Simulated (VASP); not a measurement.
Data:

```yaml
crystal:
  lattice:
    - [4.14741, 0.00000, 0.00000]
    - [0.00000, 4.14741, 0.00000]
    - [0.00000, 0.00000, 4.14741]
  atoms:
    - { symbol: Cs, position: [0.00000, 0.00000, 0.00000] }
    - { symbol: Br, position: [0.50000, 0.50000, 0.50000] }
```

Calculation: LDA (Ceperley-Alder, Perdew-Zunger), VASP's LDA PAW potentials (set 64) (plane waves; VASP). Run with 520 eV cut-off, Gaussian smearing of 0.050 eV, potentials Cs_sv Br.

Unless said otherwise, spin-orbit coupling is left out, though it shifts the bands of the heavy elements here.

Question: Give the energies of bands 3 to 11 at the high-symmetry points, in eV from the valence-band maximum.

Answer: 
```json
[
 {"band": "3", "Γ": "-6.19", "X": "-6.66", "M": "-7.02", "R": "-6.73"},
 {"band": "4", "Γ": "-6.19", "X": "-6.03", "M": "-7.02", "R": "-6.73"},
 {"band": "5", "Γ": "-6.19", "X": "-6.03", "M": "-5.93", "R": "-6.73"},
 {"band": "6", "Γ": "0.00", "X": "-1.65", "M": "-0.63", "R": "-1.53"},
 {"band": "7", "Γ": "0.00", "X": "-0.33", "M": "-0.63", "R": "-1.53"},
 {"band": "8", "Γ": "0.00", "X": "-0.33", "M": "-0.06", "R": "-1.53"},
 {"band": "9", "Γ": "4.51", "X": "5.66", "M": "5.01", "R": "8.64"},
 {"band": "10", "Γ": "4.51", "X": "7.54", "M": "5.30", "R": "8.64"},
 {"band": "11", "Γ": "4.54", "X": "8.04", "M": "7.12", "R": "8.64"}
]
```

The gap is direct, 4.51 eV, from the valence maximum at Γ to the conduction minimum at Γ.

Measured: gap 7.30 eV (computed value off by -2.79 eV), as given by Aguado et al., (1998), arXiv:cond-mat/9809176.

The compound is CsBr in the CsCl type structure. It was relaxed first, which changed the volume by -10 %.
